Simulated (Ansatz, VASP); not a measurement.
# Si19H30C19 (SiC wire along [111], 38 atoms a period, H-terminated): VASP beside Ansatz, part 2 of 3

Aim: how closely do two programs agree when they are given the same cell, functional and k mesh? Of the first pair: The structure shown is the start of the Ansatz relaxation below; VASP solves that cell, so the two are compared at the walk's first step.

VASP 6.6.1 and Ansatz 0.2.0.

So far: Set-up; Ansatz: relaxation, PBE.

## Step 3: VASP: single point, PBE, start cell, pair 1

Level of this step: PBE; plane waves and PAW (Si, C, H) (VASP).

The same cell, functional, mesh and smearing now go to VASP, with its own data sets.

Lines of VASP's logs that name or quote its potential files are left out, and so is its time.

File INCAR:

```
SYSTEM = Si19H30C19
PREC = Accurate
ENCUT = 520
EDIFF = 1E-06
NELM = 120
ISMEAR = -1
SIGMA = 0.05
LREAL = Auto
ALGO = Normal
GGA = PE
NBANDS = 144
LORBIT = 11
LWAVE = .FALSE.
LCHARG = .FALSE.
ISIF = 2
LASPH = .TRUE.
GGA_COMPAT = .FALSE.
EFERMI = MIDGAP
KPAR = 4
```

File POSCAR:

```
Si19H30C19
1.0
   15.3950000000      0.0000000000      0.0000000000
    0.0000000000     16.3940000000      0.0000000000
    0.0000000000      0.0000000000      7.5863830000
Si C H
19 19 30
Direct
    0.3994112374      0.4555398926      0.0000000000
    0.5000000000      0.2919317433      0.0000000000
    0.6005887626      0.4555398926      0.0000000000
    0.2988224748      0.4010038429      0.3333332894
    0.3994112374      0.5646119312      0.3333332894
    0.5000000000      0.4010038429      0.3333332894
    0.5000000000      0.7282200195      0.3333332894
    0.6005887626      0.5646119312      0.3333332894
    0.7011775252      0.4010038429      0.3333332894
    0.2988224748      0.5100758814      0.6666665788
    0.3994112374      0.3464677931      0.6666665788
    0.3994112374      0.6736840307      0.6666665788
    0.5000000000      0.5100758814      0.6666665788
    0.6005887626      0.6736840307      0.6666665788
    0.6005887626      0.3464677931      0.6666665788
    0.7011775252      0.5100758814      0.6666665788
    0.2988224748      0.6191479810      0.0000000000
    0.5000000000      0.6191479810      0.0000000000
    0.7011775252      0.6191479810      0.0000000000
    0.2988224748      0.6191479810      0.2500000330
    0.3994112374      0.4555398926      0.2500000330
    0.5000000000      0.2919317433      0.2500000330
    0.5000000000      0.6191479810      0.2500000330
    0.6005887626      0.4555398926      0.2500000330
    0.7011775252      0.6191479810      0.2500000330
    0.2988224748      0.4010038429      0.5833333223
    0.3994112374      0.5646119312      0.5833333223
    0.5000000000      0.4010038429      0.5833333223
    0.5000000000      0.7282200195      0.5833333223
    0.6005887626      0.5646119312      0.5833333223
    0.7011775252      0.4010038429      0.5833333223
    0.2988224748      0.5100758814      0.9166666117
    0.3994112374      0.3464677931      0.9166666117
    0.3994112374      0.6736840307      0.9166666117
    0.5000000000      0.5100758814      0.9166666117
    0.6005887626      0.6736840307      0.9166666117
    0.6005887626      0.3464677931      0.9166666117
    0.7011775252      0.5100758814      0.9166666117
    0.2208588503      0.4432732097      0.2687438797
    0.2988224748      0.3164650482      0.2687438797
    0.4220363754      0.7704894474      0.2687438797
    0.5779636246      0.7704894474      0.2687438797
    0.7011775252      0.3164650482      0.2687438797
    0.7791411497      0.4432732097      0.2687438797
    0.2394216304      0.5869427229      0.2992109679
    0.2988224748      0.6835584970      0.2992109679
    0.4405991556      0.2597264853      0.2992109679
    0.5594008444      0.2597264853      0.2992109679
    0.7011775252      0.6835584970      0.2992109679
    0.7605783696      0.5869427229      0.2992109679
    0.2208588503      0.5523453093      0.6020771691
    0.3214476129      0.7159533976      0.6020771691
    0.3994112374      0.2619289984      0.6020771691
    0.6005887626      0.2619289984      0.6020771691
    0.6785523871      0.7159533976      0.6020771691
    0.7791411497      0.5523453093      0.6020771691
    0.2394216304      0.3687985848      0.6325442573
    0.5000000000      0.7926305356      0.6325442573
    0.7605783696      0.3687985848      0.6325442573
    0.2208588503      0.6614173478      0.9354105903
    0.5000000000      0.2073929486      0.9354105903
    0.7791411497      0.6614173478      0.9354105903
    0.2394216304      0.4778706234      0.9658775467
    0.3400103930      0.3142625351      0.9658775467
    0.3994112374      0.7380945468      0.9658775467
    0.6005887626      0.7380945468      0.9658775467
    0.6599896070      0.3142625351      0.9658775467
    0.7605783696      0.4778706234      0.9658775467
```

File KPOINTS:

```
Automatic mesh
0
Gamma
1 1 11
0 0 0
```

PAW data sets: Si, C and H (PBE family, release 64).

On the command line:

```sh
$ mpirun -np 8 vasp_std
```

Numbers of over 12 decimals in the logs are rounded to 6 here.

The program printed:

```text
[banner, memory and clock lines left out]
running    8 mpi-ranks, on    1 nodes
[...]
|                                                                             |
|           W    W    AA    RRRRR   N    N  II  N    N   GGGG   !!!           |
|           W    W   A  A   R    R  NN   N  II  NN   N  G    G  !!!           |
|           W    W  A    A  R    R  N N  N  II  N N  N  G       !!!           |
|           W WW W  AAAAAA  RRRRR   N  N N  II  N  N N  G  GGG   !            |
|           WW  WW  A    A  R   R   N   NN  II  N   NN  G    G                |
|           W    W  A    A  R    R  N    N  II  N    N   GGGG   !!!           |
|                                                                             |
|     For optimal performance we recommend to set                             |
|       NCORE = 2 up to number-of-cores-per-socket                            |
|     NCORE specifies how many cores store one orbital (NPAR=cpu/NCORE).      |
|     This setting can greatly improve the performance of VASP for DFT.       |
|     The default, NCORE=1 might be grossly inefficient on modern             |
|     multi-core architectures or massively parallel machines. Do your        |
|     Unfortunately you need to use the default for GW and RPA                |
|     calculations (for HF NCORE is supported but not extensively tested      |
|     yet).                                                                   |
|                                                                             |

 LDA part: xc-table for (Slater+PW92), standard interpolation
 POSCAR, INCAR and KPOINTS ok, starting setup
[...]
entering main loop
       N       E                     dE             d eps       ncg     rms          rms(c)
DAV:   1     0.111514013100E+04    0.11151E+04   -0.63459E+04  1728   0.954E+02
DAV:   2    -0.214218871887E+03   -0.13294E+04   -0.12647E+04  2472   0.210E+02
DAV:   3    -0.422069566935E+03   -0.20785E+03   -0.20577E+03  2240   0.797E+01
DAV:   4    -0.434301853687E+03   -0.12232E+02   -0.12188E+02  2384   0.223E+01
[...]
DAV:  24    -0.388740895396E+03   -0.41670E-05   -0.87183E-07  1656   0.176E-03    0.670E-04
DAV:  25    -0.388740896984E+03   -0.15880E-05   -0.23119E-07  1600   0.972E-04    0.547E-04
DAV:  26    -0.388740897897E+03   -0.91302E-06   -0.82147E-08  1512   0.520E-04
   1 F= -.38874090E+03 E0= -.38874090E+03  d E =-.225208E-13
```

Parts of OUTCAR (step 3):

```text
 POSITION                                       TOTAL-FORCE (eV/Angst)
 -----------------------------------------------------------------------------------
      6.14894      7.46812      0.00000        -0.323277     -0.179067      0.070260
      7.69750      4.78593      0.00000        -0.000000      0.261848      0.525136
      9.24606      7.46812      0.00000         0.323277     -0.179067      0.070260
      4.60037      6.57406      2.52879         0.558463      0.325920      0.676241
      6.14894      9.25625      2.52879        -0.281373      0.174518      0.095107
      7.69750      6.57406      2.52879        -0.000000     -0.318888      0.090612
      7.69750     11.93844      2.52879        -0.000000     -0.632974      0.678256
      9.24606      9.25625      2.52879         0.281373      0.174518      0.095107
     10.79463      6.57406      2.52879        -0.558463      0.325920      0.676241
      4.60037      8.36218      5.05759         0.360917     -0.462290      0.453083
      6.14894      5.67999      5.05759        -0.230023      0.554008      0.452451
      6.14894     11.04438      5.05759         0.592163     -0.066825      0.450926
      7.69750      8.36218      5.05759        -0.000000      0.009445      0.041984
      9.24606     11.04438      5.05759        -0.592163     -0.066825      0.450926
[...]
-----------------------------------------------------------------------------------
    total drift:                                0.000000      0.013661      0.000620

  FREE ENERGIE OF THE ION-ELECTRON SYSTEM (eV)
  ---------------------------------------------------
  free  energy   TOTEN  =      -388.7408978972 eV

  energy  without entropy=     -388.7408978972  energy(sigma->0) =     -388.74089790

[... 1 further part left out ...]
```

## Step 4: Side by side

Known differences besides the potentials themselves: the cutoff is 420 eV in Ansatz and 520 eV in VASP (PREC = Accurate, projectors in real space). Total energies have different zeros and are not compared.

Forces on 10 of the 68 atoms, those with the largest forces and the largest differences (eV/Å; atoms numbered as in POSCAR):

```csv
atom,"Ansatz x, y, z","VASP x, y, z"
Si4,"0.571, 0.333, 0.687","0.558, 0.326, 0.676"
Si7,"0.000, -0.644, 0.688","0.000, -0.633, 0.678"
Si9,"-0.571, 0.333, 0.687","-0.558, 0.326, 0.676"
Si11,"-0.231, 0.569, 0.459","-0.230, 0.554, 0.452"
Si12,"0.604, -0.070, 0.460","0.592, -0.067, 0.451"
Si14,"-0.604, -0.070, 0.460","-0.592, -0.067, 0.451"
Si15,"0.231, 0.569, 0.459","0.230, 0.554, 0.452"
C33,"0.141, -0.095, -0.134","0.161, -0.079, -0.137"
C37,"-0.141, -0.095, -0.134","-0.161, -0.079, -0.137"
H59,"-0.415, 0.239, -0.163","-0.394, 0.227, -0.155"
```

The forces differ by 10 meV/Å r.m.s., which is 3.6 % of the r.m.s. force of 0.290 eV/Å (both taken over all components).

## Step 5: Ansatz: relaxation, PBE

This run makes the geometry at which the two programs are then compared. The cell compared in this pair holds 1935.70 Å³, against 1914.69 Å³ for the pair before.

The structure compared here is the end of the Ansatz relaxation.

File input.yaml:

```yaml
crystal:
  lattice:
    - [15.395, 0.0, 0.0]
    - [0.0, 16.394, 0.0]
    - [0.0, 0.0, 7.5863825372]
  atoms:
    - { symbol: Si, position: [0.399403301, 0.455539866, 0.0] }
    - { symbol: Si, position: [0.499992054, 0.291931761, 0.0] }
    - { symbol: Si, position: [0.600580807, 0.455539866, 0.0] }
    - { symbol: C, position: [0.298814548, 0.61914797, 0.25] }
    - { symbol: C, position: [0.399403301, 0.455539866, 0.25] }
    - { symbol: C, position: [0.499992054, 0.291931761, 0.25] }
    - { symbol: C, position: [0.499992054, 0.61914797, 0.25] }
    - { symbol: C, position: [0.600580807, 0.455539866, 0.25] }
    - { symbol: C, position: [0.70116956, 0.61914797, 0.25] }
    - { symbol: H, position: [0.220850926, 0.443273237, 0.26874392] }
    - { symbol: H, position: [0.298814548, 0.316465018, 0.26874392] }
    - { symbol: H, position: [0.422028431, 0.770489446, 0.26874392] }
    - { symbol: H, position: [0.577955677, 0.770489446, 0.26874392] }
    - { symbol: H, position: [0.70116956, 0.316465018, 0.26874392] }
    - { symbol: H, position: [0.779133183, 0.443273237, 0.26874392] }
    - { symbol: H, position: [0.239413693, 0.586942709, 0.299210982] }
    - { symbol: H, position: [0.298814548, 0.683558494, 0.299210982] }
    - { symbol: H, position: [0.440591199, 0.259726499, 0.299210982] }
    - { symbol: H, position: [0.55939291, 0.259726499, 0.299210982] }
    - { symbol: H, position: [0.70116956, 0.683558494, 0.299210982] }
    - { symbol: H, position: [0.760570416, 0.586942709, 0.299210982] }
    - { symbol: Si, position: [0.298814548, 0.401003831, 0.333333333] }
    - { symbol: Si, position: [0.399403301, 0.564611936, 0.333333333] }
    - { symbol: Si, position: [0.499992054, 0.401003831, 0.333333333] }
    - { symbol: Si, position: [0.499992054, 0.72822004, 0.333333333] }
    - { symbol: Si, position: [0.600580807, 0.564611936, 0.333333333] }
    - { symbol: Si, position: [0.70116956, 0.401003831, 0.333333333] }
    - { symbol: C, position: [0.298814548, 0.401003831, 0.583333333] }
    - { symbol: C, position: [0.399403301, 0.564611936, 0.583333333] }
    - { symbol: C, position: [0.499992054, 0.401003831, 0.583333333] }
    - { symbol: C, position: [0.499992054, 0.72822004, 0.583333333] }
    - { symbol: C, position: [0.600580807, 0.564611936, 0.583333333] }
    - { symbol: C, position: [0.70116956, 0.401003831, 0.583333333] }
    - { symbol: H, position: [0.220850926, 0.552345307, 0.602077253] }
    - { symbol: H, position: [0.321439679, 0.715953412, 0.602077253] }
    - { symbol: H, position: [0.399403301, 0.261928984, 0.602077253] }
    - { symbol: H, position: [0.600580807, 0.261928984, 0.602077253] }
    - { symbol: H, position: [0.67854443, 0.715953412, 0.602077253] }
    - { symbol: H, position: [0.779133183, 0.552345307, 0.602077253] }
    - { symbol: H, position: [0.239413693, 0.368798569, 0.632544315] }
    - { symbol: H, position: [0.499992054, 0.792630564, 0.632544315] }
    - { symbol: H, position: [0.760570416, 0.368798569, 0.632544315] }
    - { symbol: Si, position: [0.298814548, 0.510075901, 0.666666667] }
    - { symbol: Si, position: [0.399403301, 0.346467796, 0.666666667] }
    - { symbol: Si, position: [0.399403301, 0.673684005, 0.666666667] }
    - { symbol: Si, position: [0.499992054, 0.510075901, 0.666666667] }
    - { symbol: Si, position: [0.600580807, 0.673684005, 0.666666667] }
    - { symbol: Si, position: [0.600580807, 0.346467796, 0.666666667] }
    - { symbol: Si, position: [0.70116956, 0.510075901, 0.666666667] }
    - { symbol: C, position: [0.298814548, 0.510075901, 0.916666667] }
    - { symbol: C, position: [0.399403301, 0.346467796, 0.916666667] }
    - { symbol: C, position: [0.399403301, 0.673684005, 0.916666667] }
    - { symbol: C, position: [0.499992054, 0.510075901, 0.916666667] }
    - { symbol: C, position: [0.600580807, 0.673684005, 0.916666667] }
    - { symbol: C, position: [0.600580807, 0.346467796, 0.916666667] }
    - { symbol: C, position: [0.70116956, 0.510075901, 0.916666667] }
    - { symbol: H, position: [0.220850926, 0.661417377, 0.935410586] }
    - { symbol: H, position: [0.499992054, 0.207392949, 0.935410586] }
    - { symbol: H, position: [0.779133183, 0.661417377, 0.935410586] }
    - { symbol: H, position: [0.239413693, 0.477870639, 0.965877649] }
    - { symbol: H, position: [0.340002446, 0.314262534, 0.965877649] }
    - { symbol: H, position: [0.399403301, 0.738094529, 0.965877649] }
    - { symbol: H, position: [0.600580807, 0.738094529, 0.965877649] }
    - { symbol: H, position: [0.659981663, 0.314262534, 0.965877649] }
    - { symbol: H, position: [0.760570416, 0.477870639, 0.965877649] }
    - { symbol: Si, position: [0.298814548, 0.61914797, 0.0] }
    - { symbol: Si, position: [0.499992054, 0.61914797, 0.0] }
    - { symbol: Si, position: [0.70116956, 0.61914797, 0.0] }
kpoints:
  mp_grid: { grid: [1, 1, 11] }
scf:
  occupations: { method: fermi_dirac, width: 0.05 }
hamiltonian:
  xc: pbe
  pseudopotentials: { kind: paw, azcp: { folder: soft_1 } }
relax:
  cell: { fix: [a, b, alpha, beta, gamma] }
  max_steps: 45
  f_tol: 0.03
```

On the command line:

```sh
$ ansatz run input.yaml --threads 8 --pin off --max-ram 16384MiB --backend cpu --events-out ev --progress --plain --runs-dir out
```

The program printed:

```text
[...]
Crystal: 68 atoms, lattice volume = 1914.694 Å³
Basis set: ecut = 420 eV, 37469 PW (Γ), exchange–correlation on 216×240×108 points (8 copies of the dense FFT grid, shifted against one another)
Bands: 159, of which v1, the nominal top of the filled ones, is band 91 counted from 1 (90 counted from 0)
Symmetry: 2 space group operations
[...]
k-points: 6 of 11 (time reversal used)
[...]
- { symbol: C, position: [0.600890, 0.671447, 0.914959] }
    - { symbol: C, position: [0.598377, 0.347338, 0.914970] }
    - { symbol: C, position: [0.699263, 0.511437, 0.914963] }
[...]
- { symbol: H, position: [0.398787, 0.735333, 0.960642] }
    - { symbol: H, position: [0.601213, 0.735333, 0.960642] }
    - { symbol: H, position: [0.657132, 0.315140, 0.960683] }
    - { symbol: H, position: [0.758344, 0.479766, 0.960669] }
    - { symbol: Si, position: [0.298428, 0.619375, 0.000741891] }
    - { symbol: Si, position: [0.500000, 0.619357, 0.00186106] }
    - { symbol: Si, position: [0.701572, 0.619375, 0.000741891] }
[key lines of the parts left out:]
P = ⅓ Tr σ = 0.0008 GPa (0.008 kbar)
```

[end of part 2 of 3]

[Lines on the potential files, build, host, timing and source positions are cut from VASP's logs without a mark.]

[Logs are printed without paths, hosts, clocks, repeated set-up lines and the standing remarks that a program may print on its own settings, such as how far it seeks lower states.]

[Hosts, paths, dates, database ids (printed as entryN), source tags and the programs' standing remarks are cut or masked in the printed files.]
